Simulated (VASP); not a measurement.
Given:

```xyz
8
Lattice="6.3279 0.0000 0.0000 0.0000 6.3279 0.0000 0.0000 0.0000 6.3279" Properties=species:S:1:pos:R:3 pbc="T T T"
In     6.3279     0.0000     0.0000
Sb     1.6346     1.6346     1.6346
Sb     4.6933     4.6933     1.6346
Sb     4.6933     1.6346     4.6933
Sb     1.6346     4.6933     4.6933
Al     3.1640     3.1640     0.0000
Al     3.1640     0.0000     3.1640
Al     6.3279     3.1640     3.1640
```

These are PBE GGA, VASP's PBE PAW potentials (set 64) (plane waves; VASP) values and carry that method's errors. Run with 400 eV cut-off, Gaussian smearing of 0.050 eV, potentials In_d Sb Al.

Unless said otherwise, spin-orbit coupling is left out, though it shifts the bands of the heavy elements here.

Task: Give the energies of bands 12 to 25 at the high-symmetry points, in eV from the valence-band maximum.

Result: 
```
band      Γ      X      M      R
----  -----  -----  -----  -----
12    -5.39  -3.42  -4.46  -5.19
13    -2.13  -3.23  -4.42  -5.19
14    -2.13  -2.78  -2.69  -1.07
15    -2.13  -2.76  -2.67  -1.07
16    -2.04  -2.58  -2.57  -0.97
17    -2.04  -2.58  -2.57  -0.97
18    -2.04  -1.43  -1.20  -0.97
19     0.00  -1.43  -0.93  -0.65
20     0.00  -1.15  -0.80  -0.65
21     0.00  -1.15  -0.80  -0.65
22     0.77   1.62   2.20   0.79
23     0.98   1.77   2.20   1.07
24     1.37   2.77   2.31   1.07
25     1.37   2.85   2.68   1.07
```

The gap is direct, 0.77 eV, from the valence maximum at Γ to the conduction minimum at Γ.

The structure was generated: Al3InSb4 was put into an ordered model structure (P-43m), which need not be its known phase. It was relaxed first, which changed the volume by +5 %.
